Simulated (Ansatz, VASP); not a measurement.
# InPt3C in two plane-wave programs, part 2 of 2

One calculation is typed for both programs; each brings its own data sets. How far apart do they land? The cell is taken from a series of runs on this material, whose earlier steps may have relaxed, scaled, displaced or heated it; both programs get it as it stands.

VASP 6.6.1 and Ansatz 0.2.0.

So far: Starting point; VASP: zone-centre phonons, PBEsol.

## 2. VASP: zone-centre phonons, PBEsol (continued)

Level of this step: PBEsol; plane waves and PAW (In_d, Pt, C) (VASP).

Numbers of over 12 decimals in the logs are rounded to 6 here.

OUTCAR, selected parts (step 2):

```text
ion  position               nearest neighbor table
   1  0.000  0.000  0.000-   2 2.97   3 2.97   4 2.97   2 2.97   4 2.97   3 2.97   4 2.97   4 2.97
                             2 2.97   3 2.97   2 2.97   3 2.97
   2  0.500  0.000  0.500-   5 2.10   5 2.10   4 2.97   1 2.97   1 2.97   3 2.97   3 2.97   4 2.97
                             3 2.97   3 2.97   1 2.97   4 2.97   1 2.97   4 2.97
   3  0.500  0.500  0.000-   5 2.10   5 2.10   4 2.97   1 2.97   2 2.97   4 2.97   2 2.97   1 2.97
                             2 2.97   2 2.97   1 2.97   4 2.97   4 2.97   1 2.97
   4  0.000  0.500  0.500-   5 2.10   5 2.10   3 2.97   1 2.97   1 2.97   3 2.97   1 2.97   2 2.97
                             1 2.97   2 2.97   3 2.97   2 2.97   3 2.97   2 2.97
   5  0.500  0.500  0.500-   2 2.10   3 2.10   4 2.10   3 2.10   2 2.10   4 2.10

  LATTYP: Found a simple cubic cell.
 ALAT       =     4.1977651068

 Subroutine GETGRP returns: Found 48 space group operations
 (whereof 48 operations were pure point group operations)

The static configuration has the point symmetry O_h .

 Found     35 irreducible k-points:

   k-points           NKPTS =     35   k-points in BZ     NKDIM =     35   number of bands    NBANDS=     29

   dimension x,y,z NGX =    36 NGY =   36 NGZ =   36
   dimension x,y,z NGXF=    72 NGYF=   72 NGZF=   72

   ENCUT  =  600.0 eV  44.10 Ry    6.64 a.u.   8.38  8.38  8.38*2*pi/ulx,y,z

   NELECT =      47.0000    total number of electrons

 k-points in reciprocal lattice and weights: Automatic mesh
   0.00000000  0.00000000  0.00000000       0.002
   0.12500000  0.00000000  0.00000000       0.012
   0.25000000  0.00000000  0.00000000       0.012
   0.37500000  0.00000000  0.00000000       0.012
   0.50000000  0.00000000  0.00000000       0.006
   0.12500000  0.12500000  0.00000000       0.023
   0.25000000  0.12500000  0.00000000       0.047
   0.37500000  0.12500000  0.00000000       0.047
   0.50000000  0.12500000  0.00000000       0.023
[...]
0.50000000  0.50000000  0.37500000       0.012
   0.50000000  0.50000000  0.50000000       0.002

 average (electrostatic) potential at core
       1 -90.8683       2 -63.4452       3 -63.4452       4 -63.4452       5 -45.9369

 POSITION                                       TOTAL-FORCE (eV/Angst)
 -----------------------------------------------------------------------------------
      0.00000      0.00000      0.00000         0.000000      0.000000      0.000000
      2.09888      0.00000      2.09888         0.000000      0.000000      0.000000
      2.09888      2.09888      0.00000         0.000000      0.000000      0.000000
      0.00000      2.09888      2.09888         0.000000      0.000000      0.000000
      2.09888      2.09888      2.09888         0.000000      0.000000      0.000000
 -----------------------------------------------------------------------------------
    total drift:                                0.000000      0.000000      0.000000

 Eigenvectors and eigenvalues of the dynamical matrix
 ----------------------------------------------------

   1 f  =   11.609187 THz    72.942675 2PiTHz  387.240807 cm-1    48.011719 meV
             X         Y         Z           dx          dy          dz
      0.000000  0.000000  0.000000     0.048981    0.000166    0.000000
      2.098883  0.000000  2.098883    -0.068964    0.001128   -0.000000
      2.098883  2.098883  0.000000    -0.068964   -0.000234   -0.000000
      0.000000  2.098883  2.098883     0.332955   -0.000234   -0.000000
      2.098883  2.098883  2.098883    -0.936599   -0.003174   -0.000000

   2 f  =   11.609187 THz    72.942675 2PiTHz  387.240807 cm-1    48.011719 meV
             X         Y         Z           dx          dy          dz
      0.000000  0.000000  0.000000    -0.000166    0.048981    0.000000
      2.098883  0.000000  2.098883     0.000234    0.332955    0.000000
      2.098883  2.098883  0.000000     0.000234   -0.068964   -0.000000
      0.000000  2.098883  2.098883    -0.001128   -0.068964    0.000000
      2.098883  2.098883  2.098883     0.003174   -0.936599    0.000000

   3 f  =   11.609187 THz    72.942675 2PiTHz  387.240807 cm-1    48.011719 meV
             X         Y         Z           dx          dy          dz
      0.000000  0.000000  0.000000     0.000000   -0.000000   -0.048981
      2.098883  0.000000  2.098883    -0.000000   -0.000000    0.068964
      2.098883  2.098883  0.000000    -0.000000    0.000000   -0.332957
      0.000000  2.098883  2.098883     0.000000    0.000000    0.068964
      2.098883  2.098883  2.098883    -0.000000    0.000000    0.936605

   4 f  =    2.908431 THz    18.274214 2PiTHz   97.014830 cm-1    12.028301 meV
             X         Y         Z           dx          dy          dz
      0.000000  0.000000  0.000000     0.898282   -0.108163    0.021818
      2.098883  0.000000  2.098883    -0.281988    0.015914   -0.006849
      2.098883  2.098883  0.000000    -0.281988    0.033955   -0.003210
      0.000000  2.098883  2.098883    -0.132164    0.033955   -0.006849
      2.098883  2.098883  2.098883     0.041520   -0.005000    0.001008

   5 f  =    2.908431 THz    18.274214 2PiTHz   97.014830 cm-1    12.028301 meV
             X         Y         Z           dx          dy          dz
      0.000000  0.000000  0.000000     0.108189    0.898543    0.000218
      2.098883  0.000000  2.098883    -0.033963   -0.132202   -0.000069
      2.098883  2.098883  0.000000    -0.033963   -0.282070   -0.000032
      0.000000  2.098883  2.098883    -0.015918   -0.282070   -0.000069
      2.098883  2.098883  2.098883     0.005001    0.041532    0.000010

   6 f  =    2.908431 THz    18.274214 2PiTHz   97.014830 cm-1    12.028301 meV
             X         Y         Z           dx          dy          dz
      0.000000  0.000000  0.000000    -0.021687    0.002391    0.904770
      2.098883  0.000000  2.098883     0.006808   -0.000352   -0.284025
      2.098883  2.098883  0.000000     0.006808   -0.000751   -0.133118
      0.000000  2.098883  2.098883     0.003191   -0.000751   -0.284025
      2.098883  2.098883  2.098883    -0.001002    0.000111    0.041820

   7 f  =    0.574148 THz     3.607480 2PiTHz   19.151527 cm-1     2.374486 meV
             X         Y         Z           dx          dy          dz
      0.000000  0.000000  0.000000     0.007740   -0.137935    0.012394
      2.098883  0.000000  2.098883     0.021068    0.765178    0.033736
      2.098883  2.098883  0.000000     0.021068   -0.375446   -0.068756
      0.000000  2.098883  2.098883    -0.042937   -0.375446    0.033736
      2.098883  2.098883  2.098883    -0.017961    0.320092   -0.028762

   8 f  =    0.574148 THz     3.607480 2PiTHz   19.151527 cm-1     2.374486 meV
             X         Y         Z           dx          dy          dz
      0.000000  0.000000  0.000000     0.138452    0.007416   -0.003933
      2.098883  0.000000  2.098883     0.376855   -0.041137   -0.010705
      2.098883  2.098883  0.000000     0.376855    0.020185    0.021818
      0.000000  2.098883  2.098883    -0.768049    0.020185   -0.010705
      2.098883  2.098883  2.098883    -0.321293   -0.017209    0.009127

   9 f  =    0.574148 THz     3.607480 2PiTHz   19.151527 cm-1     2.374486 meV
             X         Y         Z           dx          dy          dz
      0.000000  0.000000  0.000000    -0.003249   -0.012591   -0.138096
      2.098883  0.000000  2.098883    -0.008842    0.069848   -0.375884
      2.098883  2.098883  0.000000    -0.008842   -0.034272    0.766071
      0.000000  2.098883  2.098883     0.018021   -0.034272   -0.375884
      2.098883  2.098883  2.098883     0.007539    0.029219    0.320465

  10 f/i=    0.006386 THz     0.040126 2PiTHz    0.213021 cm-1     0.026411 meV
             X         Y         Z           dx          dy          dz
      0.000000  0.000000  0.000000    -0.279351   -0.282865    0.035026
      2.098883  0.000000  2.098883    -0.365046   -0.374602    0.045771
      2.098883  2.098883  0.000000    -0.365046   -0.369637    0.046386
      0.000000  2.098883  2.098883    -0.369949   -0.369637    0.045771
      2.098883  2.098883  2.098883    -0.092366   -0.093527    0.011581

  11 f/i=    0.006386 THz     0.040126 2PiTHz    0.213021 cm-1     0.026411 meV
             X         Y         Z           dx          dy          dz
      0.000000  0.000000  0.000000    -0.026459   -0.023097   -0.397546
      2.098883  0.000000  2.098883    -0.034576   -0.030587   -0.519498
      2.098883  2.098883  0.000000    -0.034576   -0.030182   -0.526476
      0.000000  2.098883  2.098883    -0.035040   -0.030182   -0.519498
      2.098883  2.098883  2.098883    -0.008749   -0.007637   -0.131446

  12 f/i=    0.006386 THz     0.040126 2PiTHz    0.213021 cm-1     0.026411 meV
             X         Y         Z           dx          dy          dz
      0.000000  0.000000  0.000000    -0.283794    0.280590    0.002587
      2.098883  0.000000  2.098883    -0.370852    0.371589    0.003380
      2.098883  2.098883  0.000000    -0.370852    0.366664    0.003426
      0.000000  2.098883  2.098883    -0.375833    0.366664    0.003380
      2.098883  2.098883  2.098883    -0.093835    0.092775    0.000855

  13 f/i=    1.985395 THz    12.474602 2PiTHz   66.225636 cm-1     8.210929 meV
             X         Y         Z           dx          dy          dz
      0.000000  0.000000  0.000000     0.000000   -0.000000   -0.000000
      2.098883  0.000000  2.098883     0.136488    0.000000   -0.107820
      2.098883  2.098883  0.000000    -0.136488   -0.685380   -0.000000
      0.000000  2.098883  2.098883     0.000000    0.685380    0.107820
      2.098883  2.098883  2.098883     0.000000    0.000000    0.000000

  14 f/i=    1.985395 THz    12.474602 2PiTHz   66.225636 cm-1     8.210929 meV
             X         Y         Z           dx          dy          dz
      0.000000  0.000000  0.000000     0.000000   -0.000000    0.000000
      2.098883  0.000000  2.098883    -0.692035    0.000000    0.028759
      2.098883  2.098883  0.000000     0.692035   -0.142337    0.000000
      0.000000  2.098883  2.098883     0.000000    0.142337   -0.028759
      2.098883  2.098883  2.098883     0.000000    0.000000    0.000000

  15 f/i=    1.985395 THz    12.474602 2PiTHz   66.225636 cm-1     8.210929 meV
             X         Y         Z           dx          dy          dz
      0.000000  0.000000  0.000000    -0.000000   -0.000000    0.000000
      2.098883  0.000000  2.098883     0.049579   -0.000000    0.698246
      2.098883  2.098883  0.000000    -0.049579   -0.099970    0.000000
      0.000000  2.098883  2.098883    -0.000000    0.099970   -0.698246
      2.098883  2.098883  2.098883    -0.000000   -0.000000    0.000000

 ELASTIC MODULI CONTR FROM IONIC RELAXATION (kBar)
 Direction    XX          YY          ZZ          XY          YZ          ZX
 --------------------------------------------------------------------------------
 XX           0.0000      0.0000      0.0000      0.0000      0.0000      0.0000
 YY           0.0000      0.0000      0.0000      0.0000      0.0000      0.0000
 ZZ           0.0000      0.0000      0.0000      0.0000      0.0000      0.0000
 XY           0.0000      0.0000      0.0000      0.0000      0.0000      0.0000
 YZ           0.0000      0.0000      0.0000      0.0000      0.0000      0.0000
 ZX           0.0000      0.0000      0.0000      0.0000      0.0000      0.0000
 --------------------------------------------------------------------------------
```

This run has no spin polarisation. Its electron count is odd, so without a moment it is a metal by construction.

## 3. Ansatz: zone-centre phonons, PBEsol

Ansatz runs on its PAW soft_1 files.

The same cell, functional, mesh and smearing now go to Ansatz, which takes its cutoff from its data sets.

input.yaml

```yaml
crystal:
  lattice:
    - [4.1977651068, 0.0, 0.0]
    - [0.0, 4.1977651068, 0.0]
    - [0.0, 0.0, 4.1977651068]
  atoms:
    - { symbol: In, position: [0.0, 0.0, 0.0] }
    - { symbol: Pt, position: [0.5, 0.0, 0.5] }
    - { symbol: Pt, position: [0.5, 0.5, 0.0] }
    - { symbol: Pt, position: [0.0, 0.5, 0.5] }
    - { symbol: C, position: [0.5, 0.5, 0.5] }
kpoints:
  mp_grid: { grid: [8, 8, 8] }
hamiltonian:
  xc: pbesol
  pseudopotentials: { kind: paw, azcp: { folder: soft_1 }, xc_functional: pbe }
scf:
  occupations: { method: methfessel_paxton, width: 0.2 }
output:
  eigenvalues: true
phonons:
  method: dfpt
```

On the command line:

```sh
ansatz run input.yaml --threads 4 --pin off --max-ram 10240MiB --backend cpu --events-out ev --progress --plain --runs-dir out
```

Log:

```text
zone centre: on kpoints.mp_grid the ground state, and the responses unless they are solved on pairs of k-points, stand on 125 of the mesh's 512 k-points, reduced under 8 symmetry operations, with k and −k counted as one. Each operation leaves every solved displacement unchanged or reverses it
Engine: ansatz 0.2.0, aarch64-unknown-linux-gnu
Pseudopotentials: kind: paw
Pseudopotential: In, paw, valence charge 13, recommended cutoff 420 eV (normal), soft_1/In.paw.azcp
Pseudopotential: Pt, paw, valence charge 18, recommended cutoff 420 eV (normal), soft_1/Pt.paw.azcp
Pseudopotential: C, paw, valence charge 4, recommended cutoff 420 eV (normal), soft_1/C.paw.azcp
Functional definition: PBEsol
  exchange = pbesol_x
  correlation = pbesol_c
Crystal: 5 atoms, lattice volume = 73.970 Å³
Basis set: ecut = 420 eV, 1419 PW (Γ), exchange–correlation on 60×60×60 points (8 copies of the dense FFT grid, shifted against one another)
Bands: 43, of which v1, the nominal top of the filled ones, is band 36 counted from 1 (35 counted from 0)
Symmetry: 48 space group operations
k-points: 125 of 512 (irreducible under 8 space group operations)
Non-local potential: In, projectors of the file, l = 0: 2, l = 1: 2, l = 2: 2, l = 3: 1
Non-local potential: Pt, projectors of the file, l = 0: 3, l = 1: 2, l = 2: 2, l = 3: 1
Non-local potential: C, projectors of the file, l = 0: 2, l = 1: 2, l = 2: 1
PAW form: soft (Blöchl's): semilocal exchange-correlation on the pseudo side does not see the compensation charge
PAW frozen core: In, regenerated for the run's functional, and the local potential with it (the file was generated under x = pbe(κ = 0.804, μ = 0.219515), c = pbe(β = 0.066725))
PAW frozen core: Pt, regenerated for the run's functional, and the local potential with it (the file was generated under x = pbe(κ = 0.804, μ = 0.219515), c = pbe(β = 0.066725))
PAW frozen core: C, regenerated for the run's functional, and the local potential with it (the file was generated under x = pbe(κ = 0.804, μ = 0.219515), c = pbe(β = 0.066725))
PAW one-centre angular grid: In, 590 points (default); XC on 64 Gauss nodes
PAW one-centre angular grid: Pt, 590 points (default); XC on 64 Gauss nodes
PAW one-centre angular grid: C, 110 points (default); XC on 64 Gauss nodes
Initial density: superposition of atomic densities (chi_scale 0.1, normalization cell, long waves kept (reshape's long-wave potential 0.00 eV rms))
Initial wavefunctions: pseudopotential atomic-orbital guess
Functional: x = pbesol(κ = 0.804, μ = 0.123457), c = pbesol(β = 0.046)
SCF iter   1: F=—  HF=-42929.761793 eV  |F-HF|=—  |Δ(HF+E_count)|=         —  Δρ=1.08e-1  dr2=1.09e1  ethr=3.10e-3  ⟨swp⟩=5.3  Hψ=17492  notcnv=0
preconditioner: auto → Kerker (q_TF=auto, 2.710 Å⁻¹)  [metal: Δε(μ)=0.018 eV  Ē_g=10.855 eV  σ=0.200 eV  W_gap=0.08  n_scr=26 (ndim 8)  ℏωp=29.6 eV  f_vac=0.000  D(μ)=4.41/eV (n_scr^D=32)]
SCF iter   2: F=—  HF=-42927.848469 eV  |F-HF|=—  |Δ(HF+E_count)|=    1.91e0  S|Δr|=    0.00e0  Δρ=5.39e-2  dr2=2.79e0  ethr=3.10e-3  ⟨swp⟩=2.0  Hψ=8642  notcnv=0  defer=204
SCF iter   3: F=—  HF=-42927.175878 eV  |F-HF|=—  |Δ(HF+E_count)|=   6.73e-1  S|Δr|=    0.00e0  Δρ=8.50e-3  dr2=7.31e-2  ethr=3.10e-3  ⟨swp⟩=2.0  Hψ=8105  notcnv=0  defer=204
SCF iter   4: F=—  HF=-42927.159162 eV  |F-HF|=—  |Δ(HF+E_count)|=   1.67e-2  S|Δr|=    0.00e0  Δρ=1.85e-3  dr2=3.59e-3  ethr=1.03e-4  ⟨swp⟩=1.1  Hψ=6403  notcnv=0  defer=204
SCF iter   5: F=—  HF=-42927.158281 eV  |F-HF|=—  |Δ(HF+E_count)|=   8.81e-4  S|Δr|=    0.00e0  Δρ=5.76e-4  dr2=6.58e-4  ethr=5.05e-6  ⟨swp⟩=2.0  Hψ=6598  notcnv=0  defer=204
SCF iter   6: F=—  HF=-42927.158092 eV  |F-HF|=—  |Δ(HF+E_count)|=   1.89e-4  S|Δr|=    0.00e0  Δρ=1.83e-4  dr2=5.04e-5  ethr=9.27e-7  ⟨swp⟩=2.0  Hψ=7288  notcnv=0  defer=204
SCF iter   7: F=—  HF=-42927.158073 eV  |F-HF|=—  |Δ(HF+E_count)|=   1.87e-5  S|Δr|=    0.00e0  Δρ=4.23e-5  dr2=1.34e-6  ethr=7.09e-8  ⟨swp⟩=2.0  Hψ=6765  notcnv=0  defer=204
SCF iter   8: F=—  HF=-42927.158076 eV  |F-HF|=—  |Δ(HF+E_count)|=   2.68e-6  S|Δr|=    0.00e0  Δρ=5.97e-6  dr2=1.57e-8  ethr=1.89e-9  ⟨swp⟩=2.0  Hψ=7719  notcnv=0  defer=204
SCF iter   9: F=—  HF=-42927.158076 eV  |F-HF|=—  |Δ(HF+E_count)|=   5.86e-9  S|Δr|=    0.00e0  Δρ=1.15e-6  dr2=8.97e-10  ethr=2.22e-11  ⟨swp⟩=2.1  Hψ=7069  notcnv=0  defer=204
SCF iter  10: F=—  HF=-42927.158076 eV  |F-HF|=—  |Δ(HF+E_count)|=  1.46e-11  S|Δr|=    0.00e0  Δρ=2.59e-7  dr2=5.53e-11  ethr=1.26e-12  ⟨swp⟩=2.1  Hψ=7374  notcnv=0  defer=204
SCF iter  11: F=-42927.158076 eV  HF=-42927.158076 eV  |F-HF|=2.18e-11  |Δ(HF+E_count)|=  2.18e-11  S|Δr|=    0.00e0  Δρ=6.91e-8  dr2=3.80e-12  ethr=1.00e-12  ⟨swp⟩=10.2  Hψ=24860  notcnv=0
SCF 1 converged in 11 iterations: F = -42927.158076 eV  dr2 = 3.80e-12
  greatest PAW one-centre occupation: 1.000 electrons in one spin orbital (limit 2), on the Pt atom at site 2 (counted from 0), in its partial waves of l = 0
DFPT response loops at Γ: preconditioner auto → Kerker (q_TF=auto, 2.710 Å⁻¹) (partly filled bands, converged f_vac=0.000); β = 1.00, the filter's whole step (`scf.mixing.beta` (0.50) is not read by the response loops under this deck's `scf.mixing.preconditioner`; to damp them name `kerker` or `kerker_dos`, under which they read `scf.mixing.beta`, and type it under 1.00, their step now; both keys bind the ground state too); Broyden in place of MSR1
SCF converged after 11 iterations
Stability not checked: this state was not tested for a lower state beside it, because cold or Methfessel-Paxton smearing, or corrected tetrahedra, fill the levels in a way that the test cannot read (fill_not_monotonic; see scf.lower_state_search)
Free energy (F): -42927.158076 eV
Harris-Foulkes:  -42927.158076 eV  (|F-HF|=2.18e-11)
Internal energy: -42927.154234 eV  (E = F + TS)
E sigma→0 (E₀):  -42927.157115 eV
Entropy (-TS):   -0.003842 eV (-0.768 meV/atom)
Fermi energy:    19.389274 eV
--- Per-component energies (eV) ---
  E_band       = -492.423669
  E_kinetic    = 2101.226122
  E_local      = -5958.934480  (includes V_loc(G=0)·N_el)
  E_nonlocal   = 975.511747
  E_hartree    = 2298.666884
  E_xc         = -881.050671
  E_vxc        = -959.870161  (∫ρ·V_xc dr)
  E_paw        = -32274.095445  (= ΣΔE_a)
  E_vpaw       = -1247.694090  (= ΣTr[D̂ρ^β])
  E_aug_tail   = 0.003389  (compensation charges beyond the density's cutoff)
  E_ewald      = -9189.599877
  E_core_change = 1.118098  (= ΣΔE_core)
  E_smearing   = -0.003842  (= −TS)
  E_closure    = 0.000000  (closes the sum)
  Σ components = -42927.158076   (vs F -42927.158076, Δ=0.00e0)
--- Band table (eV; the first three rows and the last of 125) ---
  k-point 0: bands = [... 32 lower, 18.4441, 18.4881, 18.4881, 18.4881, 20.8760, 20.8760, 20.8760, 21.9186, ... 3 higher]
  k-point 1: bands = [... 32 lower, 18.3130, 18.4885, 18.5831, 18.5831, 20.4610, 21.1689, 21.1689, 22.3274, ... 3 higher]
  k-point 2: bands = [... 32 lower, 17.9367, 18.4893, 18.8181, 18.8181, 20.4525, 21.9359, 21.9359, 22.4293, ... 3 higher]
  k-point 124: bands = [... 32 lower, 17.1643, 18.2777, 18.2777, 18.2777, 20.4597, 20.4597, 20.4597, 20.6301, ... 3 higher]
--- Phonons (Γ-DFPT): 4 representative perturbations + reference, on 125 of 512 k-points (Σ response iterations 15) ---
  k mesh reduced under 8 symmetry operations, with k and −k counted as one. Each operation leaves every solved displacement unchanged or reverses it
  ASR residual: 6.352e-5 → 0.000e0 eV/Å²; symmetrization residual: 2.386e-6 eV/Å²
  ASR residual per site (eV/Å²): 1.64e-5 6.35e-5 6.35e-5 6.35e-5 1.02e-5
  Γ frequencies (cm⁻¹): -65.64 -65.64 -65.64 0.00 0.00 0.00 17.64 17.64 17.64 95.69 95.69 95.69 371.11 371.11 371.11
  non-analytic LO–TO correction: not included (Born effective charges unavailable; polar crystals: no LO–TO splitting at Γ)
```

## 4. Side by side

Known differences besides the potentials themselves: the data sets hold 71 valence electrons in Ansatz (on its PAW soft_1 files) and 47 in VASP; the cutoff is 420 eV in Ansatz and 600 eV in VASP; Ansatz makes its cores anew for this functional, VASP keeps those of its PBE data sets. Total energies have different zeros and are not compared.

Both answers:

| quantity | Ansatz | VASP | difference |
| --- | --- | --- | --- |
| optical mode 1 to 3 (imaginary, printed as negative) (cm⁻¹) | -65.6 | -66.2 | +0.6 |
| optical mode 4 to 6 (cm⁻¹) | 17.6 | 19.2 | -1.5 |
| optical mode 7 to 9 (cm⁻¹) | 95.7 | 97.0 | -1.37 % |
| optical mode 10 to 12 (cm⁻¹) | 371.1 | 387.2 | -4.17 % |

Modes are paired by rising frequency, not by their patterns, so a pair may set unlike modes beside each other; they are those without the splitting of longitudinal modes.

## 5. Results

| Item | Value |
| --- | --- |
| r.m.s. difference of the optical zone-centre modes, each program's sorted by frequency (zone-centre phonons, PBEsol) | 8.1 cm⁻¹ |
| difference in optical mode 10 to 12 (zone-centre phonons, PBEsol) | -4.2 % |

**Reading.** The r.m.s. difference of the optical zone-centre modes, each program's sorted by frequency is 8.1 cm⁻¹ (zone-centre phonons, PBEsol). The data sets hold unlike numbers of valence electrons (71 in Ansatz and 47 in VASP), so part of the differences comes from the potentials. Among the rows given in per cent, the largest difference of the zone-centre phonons, PBEsol pair is in optical mode 10 to 12, -4.2 %. Such differences can come from data sets, numerical settings and the points named under the comparisons, not from the functional's error against experiment.

[Lines on the potential files, build, host, timing and source positions are cut from VASP's logs without a mark.]

[Logs are printed without paths, hosts, clocks, repeated set-up lines and the standing remarks that a program may print on its own settings, such as how far it seeks lower states.]

[Hosts, paths, dates, database ids (printed as entryN), source tags and the programs' standing remarks are cut or masked in the printed files.]
